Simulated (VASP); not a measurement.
Output of a VASP run:

### OSZICAR
```
       N       E                     dE             d eps       ncg     rms          rms(c)
DAV:   1    -0.262922427561E+03   -0.26292E+03   -0.15610E+04   360   0.123E+03
DAV:   2    -0.456932598980E+03   -0.19401E+03   -0.18717E+03   492   0.292E+02
DAV:   3    -0.463680939851E+03   -0.67483E+01   -0.67274E+01   432   0.605E+01
DAV:   4    -0.463732940908E+03   -0.52001E-01   -0.51957E-01   424   0.621E+00
DAV:   5    -0.660172560636E+02    0.39772E+03   -0.33816E+00   392   0.164E+01    0.188E+01
DAV:   6    -0.598964325891E+02    0.61208E+01   -0.16842E+01   400   0.310E+01    0.107E+01
DAV:   7    -0.604579755193E+02   -0.56154E+00   -0.33717E+00   408   0.125E+01    0.510E+00
DAV:   8    -0.604574381793E+02    0.53734E-03   -0.58220E-02   424   0.204E+00    0.256E+00
DAV:   9    -0.604286444651E+02    0.28794E-01   -0.69388E-02   412   0.223E+00    0.119E+00
DAV:  10    -0.604287402236E+02   -0.95758E-04   -0.12767E-02   412   0.944E-01    0.657E-01
DAV:  11    -0.604281027243E+02    0.63750E-03   -0.39494E-04   404   0.216E-01    0.390E-01
DAV:  12    -0.604278811597E+02    0.22156E-03   -0.45617E-04   408   0.172E-01    0.232E-01
DAV:  13    -0.604278885992E+02   -0.74395E-05   -0.11825E-04   408   0.949E-02    0.140E-01
DAV:  14    -0.604279042536E+02   -0.15654E-04   -0.24880E-05   412   0.554E-02    0.853E-02
DAV:  15    -0.604279156534E+02   -0.11400E-04   -0.10786E-05   408   0.380E-02    0.524E-02
DAV:  16    -0.604279224253E+02   -0.67720E-05   -0.41756E-06   404   0.234E-02    0.328E-02
DAV:  17    -0.604279258715E+02   -0.34461E-05   -0.15775E-06   244   0.143E-02    0.206E-02
DAV:  18    -0.604279275304E+02   -0.16589E-05   -0.82182E-07   228   0.107E-02    0.133E-02
DAV:  19    -0.604279283006E+02   -0.77023E-06   -0.29441E-07   236   0.625E-03
   1 F= -.60427928E+02 E0= -.60427928E+02  d E =-.142118E-14
```

**OUTCAR**
```
------------------------ aborting loop because EDIFF is reached ----------------------------------------
  FORCE on cell =-STRESS in cart. coord.  units (eV):
  Direction    XX          YY          ZZ          XY          YZ          ZX
  --------------------------------------------------------------------------------------
  Total       -7.6589635     -7.6589635     -8.7390086     -0.0000000      0.0000000      0.0000000
  in kB     -247.7123769   -247.7123769   -282.6440663     -0.0000000      0.0000000      0.0000000
  external PRESSURE =    -259.3562734 kB  Pullay stress =       0.0000000 kB
  volume of cell :       49.54
      direct lattice vectors                 reciprocal lattice vectors
     4.269999000  0.000000000  0.000000000     0.234192092  0.000000000  0.000000000
     0.000000000  4.269999000  0.000000000     0.000000000  0.234192092  0.000000000
     0.000000000  0.000000000  2.716923000     0.000000000  0.000000000  0.368063431
 POSITION                                       TOTAL-FORCE (eV/Angst)
 -----------------------------------------------------------------------------------
      2.13500      2.13500      1.35846         0.000000     -0.000000      0.000000
      0.00000      0.00000      0.00000         0.000000     -0.000000      0.000000
      2.95979      2.95979      0.00000        -0.250982     -0.250982     -0.000000
      1.31021      1.31021      0.00000         0.250982      0.250982      0.000000
      3.44521      0.82479      1.35846         0.250982     -0.250982      0.000000
      0.82479      3.44521      1.35846        -0.250982      0.250982      0.000000
 -----------------------------------------------------------------------------------
    total drift:                                0.000000      0.000000      0.000000
  FREE ENERGIE OF THE ION-ELECTRON SYSTEM (eV)
  ---------------------------------------------------
  free  energy   TOTEN  =       -60.4279283006 eV

  energy  without entropy=      -60.4279283006  energy(sigma->0) =      -60.42792830

  exchange ACFDT corr.  =         0.00000000  see jH, gK, PRB 81, 115126
```
(Selected blocks of OUTCAR.)

### POSCAR
```
SiO2
1
    4.2699990000     0.0000000000     0.0000000000
    0.0000000000     4.2699990000     0.0000000000
    0.0000000000     0.0000000000     2.7169230000
Si O
2 4
Direct
  0.5000000000   0.5000000000   0.5000000000
  0.0000000000   0.0000000000   0.0000000000
  0.6931600000   0.6931600000   0.0000000000
  0.3068400000   0.3068400000   0.0000000000
  0.8068400000   0.1931600000   0.5000000000
  0.1931600000   0.8068400000   0.5000000000
```

Task: Reconstruct the remaining input files.

Result: One answer among several that fit: the input of the run itself, PBE0 hybrid, plane waves, VASP's PBE PAW potentials (set 64).

INCAR:
```
SYSTEM = SiO2
PREC = Accurate; ENCUT = 400; LREAL = .FALSE.
LASPH = .TRUE.; ISYM = 3
EDIFF = 1E-6; NELM = 100; ALGO = Normal
ISMEAR = 0; SIGMA = 0.01
GGA = PE; LHFCALC = .TRUE.; AEXX = 0.25
HFRCUT = -1; PRECFOCK = Fast
ISIF = 2
LWAVE = .FALSE.; LCHARG = .FALSE.
```

KPOINTS:
```
Regular mesh
0
gamma
  3 3 5
0 0 0
```

POTCAR, in this order: Si O (PBE.64 set). Program: vasp_std.

At this cut-off the stress carries a Pulay error, which pulls relaxed volumes low.

The structure comes from a computed database's SiO2 entry; how it stands against other phases isn't given here. The cell was not relaxed at this level. The k-mesh is coarse (spacing up to 0.49 per Å, 2π included), so the numbers may not be converged in it. The run is one of a series of settings (KPOINTS 3×3×5 Γ-centred mesh against the base run), some of them coarse on purpose.
